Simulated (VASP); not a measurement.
TcSe2, 3 atoms in the cell. The structure is trigonal, space group R-3m (No. 166). The conventional cell has a = 3.857 Å, b = 3.857 Å, c = 17.491 Å, α = 90.00°, β = 90.00°, γ = 120.00°. Tc (site symmetry -3m) is surrounded by 6 Se at 2.64 Å. Se (site symmetry 3m) has 3 Tc at 2.64 Å as nearest neighbours. The cell was built by a generator and needn't be a form met in nature.

- Program: VASP 6.6.1
- Task: single point
- Functional: PBEsol
- Potentials or basis: VASP PAW PBE potentials, release 64 (Tc_pv, Se)
- Cutoff: 520 eV
- k mesh: 6 × 6 × 6
- Occupations: gaussian, width 0.05 eV
- Spin: collinear spin, random start
- Starting moments: [-0.28, 0.0, 0.0] μB
- Hubbard terms: Tc d U = 3 eV
- Further INCAR settings: ALGO = Normal; EDIFF = 1e-07

Potentials or basis: VASP PAW PBE potentials, release 64 (Tc_pv, Se).

Run with:

```console
$ cat potpaw_PBE.64/Tc_pv/POTCAR potpaw_PBE.64/Se/POTCAR > POTCAR
$ mpirun -np 1 vasp_std > vasp.out
```

Hardware: 1 thread of Intel(R) Xeon(R) Platinum 8559C (Emerald Rapids), with other jobs on the host.

Q: How long does it take, and how much memory?

A: It took 100 s on 1 thread of Intel(R) Xeon(R) Platinum 8559C (Emerald Rapids), on a shared host, peak memory 0.43 GiB. Counts: scf iterations 20, k points 32.
